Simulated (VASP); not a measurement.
Data:

```xyz
2
Lattice="0.0000 3.0415 3.0415 3.0415 0.0000 3.0415 3.0415 3.0415 0.0000" Properties=species:S:1:pos:R:3 pbc="T T T"
K      0.0000     0.0000     0.0000
Cl     3.0415     3.0415     3.0415
```

These are LDA (Ceperley-Alder, Perdew-Zunger), VASP's LDA PAW potentials (set 64) (plane waves; VASP 6.6.1) values and carry that method's errors. Settings: 400 eV cut-off, 8×8×8 Γ-centred mesh, Gaussian smearing of 0.010 eV, potentials K_sv Cl.

Problem. Give the electronic dielectric tensor ε∞ (DFPT, local fields included).

Solution. 
```
2.51  0.00  0.00
0.00  2.51  0.00
0.00  0.00  2.51
```

Problem. Give the Born effective charges.

Solution. 
| atom | Z*xx | Z*yy | Z*zz | mean |
|---|---|---|---|---|
| K1 | 1.11 | 1.11 | 1.11 | 1.11 |
| Cl2 | -1.11 | -1.11 | -1.11 | -1.11 |

The compound is KCl in the rock salt structure. It was relaxed first, which changed the volume by -10 %.
